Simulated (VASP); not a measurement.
# MgO (Fm-3m) in VASP: a series of runs

One crystal, MgO, is run at these levels: PBE, LDA, PBEsol, r2SCAN; tasks: dielectric tensor, band structure.

Program: VASP 6.6.1. These are calculated values, not measurements. Logs are shortened: lines on timing, memory, paths and dates and some standing lists are left out, and cuts for length are marked.

**Experimental background.**

“Electronic structure of alkaline earth and post-transition metal oxides”, 2009, arxiv:0908.1581 quotes, for a bulk crystal of MgO: band gap 7.83 eV.

“Infrared Optical Properties of Ferropericlase (Mg1-xFexO): Experiment and Theory”, 2007, arxiv:0704.2267 reports, for a bulk crystal of MgO at 295 K: high-frequency dielectric constant 2.95 ± 0.1.

How close the calculation comes is told below.

## (1) The crystal as given

Symmetry: Fm-3m, No. 225, cubic system. The conventional cell has a = 4.244 Å, b = 4.244 Å, c = 4.244 Å, α = 90.00°, β = 90.00°, γ = 90.00°. Around Mg (site symmetry m-3m) lie 6 O at 2.12 Å. O (site symmetry m-3m) has 6 Mg at 2.12 Å as nearest neighbours.

The cell is a database's computed one.

## (2) Dielectric tensor, PBE

File INCAR:

```
SYSTEM = MgO
PREC = Accurate
ENCUT = 450
EDIFF = 1E-8
ISMEAR = 0
SIGMA = 0.02
LREAL = .False.
LASPH = .True.
NELM = 120
ALGO = Normal
ISIF = 2
LWAVE = .False.
LCHARG = .False.
GGA = PE
LEPSILON = .True.
IBRION = 8
KPAR = 2
```

File KPOINTS:

```
Automatic mesh
0
Gamma
  13 13 13
  0 0 0
```

File POSCAR:

```
MgO                                     
1.0
    0.0000000000      2.1220490059      2.1220490059
    2.1220490059      0.0000000000      2.1220490059
    2.1220490059      2.1220490059     -0.0000000000
  Mg              O             
     1     1
Direct
     1.0000000000000000    1.0000000000000000    0.0000000000000000
     0.5000000000000000    0.5000000000000000    0.5000000000000000
```

Potentials or basis: VASP PAW PBE potentials, release 64 (Mg, O).

Started as:

```bash
$ cat potpaw_PBE.64/Mg/POTCAR potpaw_PBE.64/O/POTCAR > POTCAR
$ mpirun -np 2 vasp_std > vasp.out
```

OUTCAR:

```text
SYSTEM = MgO
   PREC = Accurate
   ENCUT = 450
   EDIFF = 1E-8
   ISMEAR = 0
   LREAL = .False.
   LASPH = .True.
   NELM = 120
   ISIF = 2
   GGA = PE
   LEPSILON = .True.
   IBRION = 8

 ion  position               nearest neighbor table
   1  0.000  0.000  0.000-   2 2.12   2 2.12   2 2.12   2 2.12   2 2.12   2 2.12
   2  0.500  0.500  0.500-   1 2.12   1 2.12   1 2.12   1 2.12   1 2.12   1 2.12

  LATTYP: Found a face centered cubic cell.
 ALAT       =     4.2440980118

  Lattice vectors:

 A1 = (   0.0000000000,   2.1220490059,   2.1220490059)
 A2 = (   2.1220490059,   0.0000000000,   2.1220490059)
 A3 = (   2.1220490059,   2.1220490059,   0.0000000000)

Analysis of symmetry for initial positions (statically):
=====================================================================
 Subroutine PRICEL returns:
 Original cell was already a primitive cell.

 Routine SETGRP: Setting up the symmetry group for a
 face centered cubic supercell.

 Subroutine GETGRP returns: Found 48 space group operations
 (whereof 48 operations were pure point group operations)
 out of a pool of 48 trial point group operations.

The static configuration has the point symmetry O_h .

Analysis of symmetry for dynamics (positions and initial velocities):
=====================================================================
 Subroutine PRICEL returns:
 Original cell was already a primitive cell.

 Routine SETGRP: Setting up the symmetry group for a
 face centered cubic supercell.

 Subroutine GETGRP returns: Found 48 space group operations
 (whereof 48 operations were pure point group operations)
 out of a pool of 48 trial point group operations.

The dynamic configuration has the point symmetry O_h .

 Subroutine INISYM returns: Found 48 space group operations
 (whereof 48 operations are pure point group operations),
 and found     1 'primitive' translations
[... 498 lines left out ...]
    -0.00403  0.00000  0.00000
    -0.00000  0.00684 -0.00000
     0.00000 -0.00000  0.00684

 MACROSCOPIC STATIC DIELECTRIC TENSOR (including local field effects in DFT)
 ------------------------------------------------------
           3.158217     0.000000    -0.000000
           0.000000     3.158217     0.000000
          -0.000000     0.000000     3.158217
 ------------------------------------------------------

 PIEZOELECTRIC TENSOR (including local field effects)  for field in x, y, z        (e  Angst)
          XX          YY          ZZ          XY          YZ          ZX
  --------------------------------------------------------------------------------
  x     0.00000     0.00000     0.00000     0.00000     0.00000     0.00000
  y     0.00000     0.00000     0.00000     0.00000     0.00000     0.00000
  z     0.00000     0.00000     0.00000     0.00000     0.00000     0.00000

 PIEZOELECTRIC TENSOR (including local field effects)  for field in x, y, z        (C/m^2)
          XX          YY          ZZ          XY          YZ          ZX
  --------------------------------------------------------------------------------
  x     0.00000     0.00000     0.00000     0.00000     0.00000     0.00000
  y     0.00000     0.00000     0.00000     0.00000     0.00000     0.00000
  z     0.00000     0.00000     0.00000     0.00000     0.00000     0.00000

 BORN EFFECTIVE CHARGES (including local field effects) (in |e|, cummulative output)
 ---------------------------------------------------------------------------------
 ion    1
    1     1.97739    -0.00000     0.00000
    2    -0.00000     1.97739    -0.00000
    3     0.00000     0.00000     1.97739
 ion    2
    1    -1.97739     0.00000    -0.00000
    2     0.00000    -1.97739     0.00000
    3    -0.00000    -0.00000    -1.97739

 INTERNAL STRAIN TENSOR FOR ION    2 for displacements in x,y,z  (eV/Angst):
          X           Y           Z          XY          YZ          ZX
  --------------------------------------------------------------------------------
  x     0.00000     0.00000     0.00000     0.00000     0.00000     0.00000
  y     0.00000     0.00000     0.00000     0.00000     0.00000     0.00000
  z     0.00000     0.00000     0.00000     0.00000     0.00000     0.00000

 SECOND DERIVATIVES (NOT SYMMETRIZED)
 ------------------------------------
               1X          1Y          1Z          2X          2Y          2Z
  1X    -4.960889    0.000000    0.000000    4.960889    0.000000    0.000000
  1Y     0.000000   -4.960889    0.000000    0.000000    4.960889    0.000000
  1Z     0.000000    0.000000   -4.960889    0.000000    0.000000    4.960889
  2X     4.983842    0.000000    0.000000   -4.983842    0.000000    0.000000
  2Y     0.000000    4.983842    0.000000    0.000000   -4.983842    0.000000
  2Z     0.000000    0.000000    4.983842    0.000000    0.000000   -4.983842

 Eigenvectors and eigenvalues of the dynamical matrix
 ----------------------------------------------------

   1 f  =   11.225545 THz    70.532180 2PiTHz  374.443877 cm-1    46.425103 meV
             X         Y         Z           dx          dy          dz
      0.000000  0.000000  0.000000     0.629181   -0.000000    0.000000
      2.122049  2.122049  2.122049    -0.777259    0.000000    0.000000
[... 21 lines left out ...]
   6 f/i=    0.012671 THz     0.079613 2PiTHz    0.422655 cm-1     0.052402 meV
             X         Y         Z           dx          dy          dz
      0.000000  0.000000  0.000000    -0.736927   -0.247123    0.000000
      2.122049  2.122049  2.122049    -0.596533   -0.200043    0.000000

--------------------------------------------------------------------------------------------------------

 MACROSCOPIC STATIC DIELECTRIC TENSOR IONIC CONTRIBUTION
 ------------------------------------------------------
           7.445412    -0.000000     0.000000
          -0.000000     7.445412     0.000000
           0.000000     0.000000     7.445412
 ------------------------------------------------------

 ELASTIC MODULI CONTR FROM IONIC RELAXATION (kBar)
 Direction    XX          YY          ZZ          XY          YZ          ZX
 --------------------------------------------------------------------------------
 XX           0.0000      0.0000      0.0000      0.0000      0.0000      0.0000
 YY           0.0000      0.0000      0.0000      0.0000      0.0000      0.0000
 ZZ           0.0000      0.0000      0.0000      0.0000      0.0000      0.0000
 XY           0.0000      0.0000      0.0000      0.0000      0.0000      0.0000
 YZ           0.0000      0.0000      0.0000      0.0000      0.0000      0.0000
 ZX           0.0000      0.0000      0.0000      0.0000      0.0000      0.0000
 --------------------------------------------------------------------------------

 PIEZOELECTRIC TENSOR IONIC CONTR  for field in x, y, z        (C/m^2)
          XX          YY          ZZ          XY          YZ          ZX
  --------------------------------------------------------------------------------
  x     0.00000     0.00000     0.00000     0.00000     0.00000     0.00000
  y     0.00000     0.00000     0.00000     0.00000     0.00000     0.00000
  z     0.00000     0.00000     0.00000     0.00000     0.00000     0.00000
```

Run time: 60 s. Hardware: 2 MPI ranks of Intel Xeon Platinum 8488C (Sapphire Rapids), shared host; peak memory 0.19 GiB.

Results:

```yaml
Band_gap_on_the_k_mesh: 4.51 eV, direct
Electronic_dielectric_tensor_diagonal: 3.16
Born_charges_mean_of_the_diagonal: Mg +1.98; O -1.98 e
Highest_phonon_frequency_at_Γ_LO-TO_splitting_left_out: 374 cm⁻¹
```

Levels at points of the mesh, in eV from the valence-band top:
```tsv
k point	band 2	band 3	band 4	band 5	band 6	band 7
(0.00, 0.00, 0.00)	0.00	0.00	0.00	4.51	15.68	15.68
```

Phonon frequencies in cm⁻¹ (negative: imaginary):
| q point | frequencies |
| --- | --- |
| (0.000, 0.000, 0.000) | 0 0 0 374 374 374 |

Electronic dielectric tensor:
```
3.16 0.00 0.00
0.00 3.16 0.00
0.00 0.00 3.16
```

Born effective charge tensors (e):
atom 1, Mg
```
1.98 0.00 0.00
0.00 1.98 0.00
0.00 0.00 1.98
```
atom 2, O
```
-1.98  0.00  0.00
 0.00 -1.98  0.00
 0.00  0.00 -1.98
```

Caveat: the cutoff is under 1.25 times the usual one of these potentials, so pressure, stress and relaxed cells hold a basis-set (Pulay) error; an odd mesh through Γ misses points on the zone boundary, where band edges often lie.

## (3) Band structure, LDA

File INCAR:

```
SYSTEM = MgO
  PREC = Accurate
  ENCUT = 450
  EDIFF = 1E-6
  ISMEAR = 0
  SIGMA = 0.02
  LREAL = .False.
  LASPH = .True.
  NELM = 120
  ALGO = Normal
  ISIF = 2
  LWAVE = .False.
  LCHARG = .False.
  GGA = CA
  NBANDS = 11
  KPAR = 2
```

File KPOINTS:

```
Automatic mesh
0
Gamma
  14 14 14
  0 0 0
```

POSCAR is that of step 2.

File KPOINTS_OPT:

```
path GXWKGLUWLK,UX
10
line-mode
reciprocal
 0.0000000000  0.0000000000  0.0000000000  G
 0.5000000000  0.0000000000  0.5000000000  X

 0.5000000000  0.0000000000  0.5000000000  X
 0.5000000000  0.2500000000  0.7500000000  W

 0.5000000000  0.2500000000  0.7500000000  W
 0.3750000000  0.3750000000  0.7500000000  K

 0.3750000000  0.3750000000  0.7500000000  K
 0.0000000000  0.0000000000  0.0000000000  G

 0.0000000000  0.0000000000  0.0000000000  G
 0.5000000000  0.5000000000  0.5000000000  L

 0.5000000000  0.5000000000  0.5000000000  L
 0.6250000000  0.2500000000  0.6250000000  U

 0.6250000000  0.2500000000  0.6250000000  U
 0.5000000000  0.2500000000  0.7500000000  W

 0.5000000000  0.2500000000  0.7500000000  W
 0.5000000000  0.5000000000  0.5000000000  L

 0.5000000000  0.5000000000  0.5000000000  L
 0.3750000000  0.3750000000  0.7500000000  K

 0.6250000000  0.2500000000  0.6250000000  U
 0.5000000000  0.0000000000  0.5000000000  X
```

Potentials or basis: VASP PAW LDA potentials, release 64 (Mg, O).

Started as:

```bash
$ cat potpaw_LDA.64/Mg/POTCAR potpaw_LDA.64/O/POTCAR > POTCAR
$ mpirun -np 2 vasp_std > vasp.out
```

It took 8 s on 2 MPI ranks of Intel Xeon Platinum 8488C (Sapphire Rapids), shared host; peak memory 0.13 GiB.

The run converged. Its results:

* Free energy: -13.4054 eV
* Band gap on the k mesh: 4.44 eV, direct
* Band gap along the path: 4.44 eV, direct

Levels at the corners of the path, in eV from the valence-band top:
```
point  band 1  band 2  band 3  band 4  band 5  band 6  band 7  band 8
    Γ  -16.88    0.00    0.00    0.00    4.44   15.40   15.40   15.40
    X  -15.32   -4.06   -1.34   -1.34    8.87    9.46   12.67   18.31
    X  -15.32   -4.06   -1.34   -1.34    8.87    9.46   12.67   18.31
    W  -15.27   -2.94   -2.94   -1.77   11.30   11.30   11.62   14.96
    W  -15.27   -2.94   -2.94   -1.77   11.30   11.30   11.62   14.96
    K  -15.31   -3.47   -2.70   -1.13    9.77   11.26   12.14   17.49
    K  -15.31   -3.47   -2.70   -1.13    9.77   11.26   12.14   17.49
    Γ  -16.88    0.00    0.00    0.00    4.44   15.40   15.40   15.40
    Γ  -16.88    0.00    0.00    0.00    4.44   15.40   15.40   15.40
    L  -15.59   -4.60   -0.64   -0.64    7.59   12.15   15.77   15.77
    L  -15.59   -4.60   -0.64   -0.64    7.59   12.15   15.77   15.77
    U  -15.31   -3.47   -2.70   -1.13    9.77   11.26   12.14   17.49
    U  -15.31   -3.47   -2.70   -1.13    9.77   11.26   12.14   17.49
    W  -15.27   -2.94   -2.94   -1.77   11.30   11.30   11.62   14.96
    W  -15.27   -2.94   -2.94   -1.77   11.30   11.30   11.62   14.96
    L  -15.59   -4.60   -0.64   -0.64    7.59   12.15   15.77   15.77
    L  -15.59   -4.60   -0.64   -0.64    7.59   12.15   15.77   15.77
    K  -15.31   -3.47   -2.70   -1.13    9.77   11.26   12.14   17.49
    U  -15.31   -3.47   -2.70   -1.13    9.77   11.26   12.14   17.49
    X  -15.32   -4.06   -1.34   -1.34    8.87    9.46   12.67   18.31
```

Caveat: the cutoff is under 1.25 times the usual one of these potentials, so pressure, stress and relaxed cells hold a basis-set (Pulay) error.

## (4) Band structure, PBE

Edit INCAR of step 3 so:

```diff
@@ -13,3 +13,3 @@
   LCHARG = .False.
-  GGA = CA
+  GGA = PE
   NBANDS = 11
```

KPOINTS is that of step 3.

POSCAR is that of step 3.

KPOINTS_OPT is that of step 3.

Potentials or basis: VASP PAW PBE potentials, release 64 (Mg, O).

Started as:

```bash
$ cat potpaw_PBE.64/Mg/POTCAR potpaw_PBE.64/O/POTCAR > POTCAR
$ mpirun -np 2 vasp_std > vasp.out
```

OUTCAR:

```text
SYSTEM = MgO
   PREC = Accurate
   ENCUT = 450
   EDIFF = 1E-6
   ISMEAR = 0
   LREAL = .False.
   LASPH = .True.
   NELM = 120
   ISIF = 2
   GGA = PE

 ion  position               nearest neighbor table
   1  0.000  0.000  0.000-   2 2.12   2 2.12   2 2.12   2 2.12   2 2.12   2 2.12
   2  0.500  0.500  0.500-   1 2.12   1 2.12   1 2.12   1 2.12   1 2.12   1 2.12

  LATTYP: Found a face centered cubic cell.
 ALAT       =     4.2440980118

  Lattice vectors:

 A1 = (   0.0000000000,   2.1220490059,   2.1220490059)
 A2 = (   2.1220490059,   0.0000000000,   2.1220490059)
[... 524 lines left out ...]

  FORCE on cell =-STRESS in cart. coord.  units (eV):
  Direction    XX          YY          ZZ          XY          YZ          ZX
  --------------------------------------------------------------------------------------
  -------------------------------------------------------------------------------------
  Total       -0.0935747     -0.0935747     -0.0935747      0.0000000     -0.0000000     -0.0000000
  in kB       -7.8446368     -7.8446368     -7.8446368      0.0000000     -0.0000000     -0.0000000
  external PRESSURE =      -7.8446368 kB  Pullay stress =       0.0000000 kB

 VOLUME and BASIS-vectors are now :
 -----------------------------------------------------------------------------
  energy-cutoff  :      450.00
  volume of cell :       19.11
      direct lattice vectors                 reciprocal lattice vectors
     0.000000000  2.122049006  2.122049006    -0.235621326  0.235621326  0.235621326
     2.122049006  0.000000000  2.122049006     0.235621326 -0.235621326  0.235621326
     2.122049006  2.122049006  0.000000000     0.235621326  0.235621326 -0.235621326

 POSITION                                       TOTAL-FORCE (eV/Angst)
 -----------------------------------------------------------------------------------
      0.00000      0.00000      0.00000         0.000000     -0.000000      0.000000
      2.12205      2.12205      2.12205        -0.000000      0.000000     -0.000000
 -----------------------------------------------------------------------------------
    total drift:                               -0.000000     -0.000000      0.000000

  FREE ENERGIE OF THE ION-ELECTRON SYSTEM (eV)
  ---------------------------------------------------
  free  energy   TOTEN  =       -11.9167480183 eV

  energy  without entropy=      -11.9167480183  energy(sigma->0) =      -11.91674802
```

OSZICAR:

```text
N       E                     dE             d eps       ncg     rms          rms(c)
DAV:   1     0.970673538447E+01    0.97067E+01   -0.43423E+03  2699   0.572E+02
DAV:   2    -0.129854947411E+02   -0.22692E+02   -0.22319E+02  2633   0.123E+02
DAV:   3    -0.134660171195E+02   -0.48052E+00   -0.48023E+00  2740   0.152E+01
DAV:   4    -0.134671465673E+02   -0.11294E-02   -0.11294E-02  2531   0.845E-01
DAV:   5    -0.134671502090E+02   -0.36417E-05   -0.36417E-05  2660   0.468E-02    0.717E+00
DAV:   6    -0.119357333144E+02    0.15314E+01   -0.88371E+00  2372   0.161E+01    0.225E+00
DAV:   7    -0.119227641529E+02    0.12969E-01   -0.55260E-02  2519   0.206E+00    0.135E+00
DAV:   8    -0.119170982002E+02    0.56660E-02   -0.28361E-02  2396   0.187E+00    0.235E-01
DAV:   9    -0.119167499394E+02    0.34826E-03   -0.50486E-04  2621   0.156E-01    0.134E-01
DAV:  10    -0.119167462563E+02    0.36831E-05   -0.46466E-04  2525   0.155E-01    0.790E-03
DAV:  11    -0.119167481685E+02   -0.19122E-05   -0.26777E-06  2663   0.130E-02    0.537E-03
DAV:  12    -0.119167480183E+02    0.15023E-06   -0.54166E-07  1369   0.539E-03
   1 F= -.11916748E+02 E0= -.11916748E+02  d E =-.429586E-11
       N       E                     dE             ncg
DAV:   1     0.325435591712E+03   -0.28974E+05     2624
DAV:   2    -0.179947985773E+04   -0.21249E+04     2649
DAV:   3    -0.184233406910E+04   -0.42854E+02     2615
DAV:   4    -0.184243868387E+04   -0.10461E+00     2452
DAV:   5    -0.184243907301E+04   -0.38914E-03     2560
DAV:   6    -0.184243907492E+04   -0.19106E-05     2283
DAV:   7    -0.184243907495E+04   -0.28080E-07     1764
```

stdout:

```text
POSCAR found type information on POSCAR MgO
 POSCAR found :  2 types and       2 ions
 scaLAPACK will be used
 LDA part: xc-table for (Slater+PW92), standard interpolation
 POSCAR, INCAR and KPOINTS ok, starting setup
 FFT: planning ... GRIDC
 FFT: planning ... GRID_SOFT
 FFT: planning ... GRID
 WAVECAR not read
 entering main loop
 Start KPOINTS_OPT (optional k-point list driver)
k-point batch [1-100\100]
```

It took 9.2 s on 2 MPI ranks of Intel Xeon Platinum 8488C (Sapphire Rapids), shared host; peak memory 0.15 GiB.

Results:

* Free energy: -11.9167 eV
* Band gap on the k mesh: 4.51 eV, direct
* Band gap along the path: 4.51 eV, direct

Levels at the corners of the path, in eV from the valence-band top:
| point | band 1 | band 2 | band 3 | band 4 | band 5 | band 6 | band 7 | band 8 |
| --- | --- | --- | --- | --- | --- | --- | --- | --- |
| Γ | -17.14 | 0.00 | 0.00 | 0.00 | 4.51 | 15.68 | 15.68 | 15.68 |
| X | -15.67 | -3.99 | -1.32 | -1.32 | 9.10 | 9.73 | 12.87 | 18.64 |
| X | -15.67 | -3.99 | -1.32 | -1.32 | 9.10 | 9.73 | 12.87 | 18.64 |
| W | -15.62 | -2.88 | -2.88 | -1.73 | 11.50 | 11.50 | 11.90 | 15.21 |
| W | -15.62 | -2.88 | -2.88 | -1.73 | 11.50 | 11.50 | 11.90 | 15.21 |
| K | -15.65 | -3.41 | -2.65 | -1.11 | 9.98 | 11.52 | 12.33 | 17.82 |
| K | -15.65 | -3.41 | -2.65 | -1.11 | 9.98 | 11.52 | 12.33 | 17.82 |
| Γ | -17.14 | 0.00 | 0.00 | 0.00 | 4.51 | 15.68 | 15.68 | 15.68 |
| Γ | -17.14 | 0.00 | 0.00 | 0.00 | 4.51 | 15.68 | 15.68 | 15.68 |
| L | -15.92 | -4.52 | -0.63 | -0.63 | 7.76 | 12.36 | 16.08 | 16.08 |
| L | -15.92 | -4.52 | -0.63 | -0.63 | 7.76 | 12.36 | 16.08 | 16.08 |
| U | -15.65 | -3.41 | -2.65 | -1.11 | 9.98 | 11.52 | 12.33 | 17.82 |
| U | -15.65 | -3.41 | -2.65 | -1.11 | 9.98 | 11.52 | 12.33 | 17.82 |
| W | -15.62 | -2.88 | -2.88 | -1.73 | 11.50 | 11.50 | 11.90 | 15.21 |
| W | -15.62 | -2.88 | -2.88 | -1.73 | 11.50 | 11.50 | 11.90 | 15.21 |
| L | -15.92 | -4.52 | -0.63 | -0.63 | 7.76 | 12.36 | 16.08 | 16.08 |
| L | -15.92 | -4.52 | -0.63 | -0.63 | 7.76 | 12.36 | 16.08 | 16.08 |
| K | -15.65 | -3.41 | -2.65 | -1.11 | 9.98 | 11.52 | 12.33 | 17.82 |
| U | -15.65 | -3.41 | -2.65 | -1.11 | 9.98 | 11.52 | 12.33 | 17.82 |
| X | -15.67 | -3.99 | -1.32 | -1.32 | 9.10 | 9.73 | 12.87 | 18.64 |

Caveat: the cutoff is under 1.25 times the usual one of these potentials, so pressure, stress and relaxed cells hold a basis-set (Pulay) error.

(Part 1 of 2 ends here.)
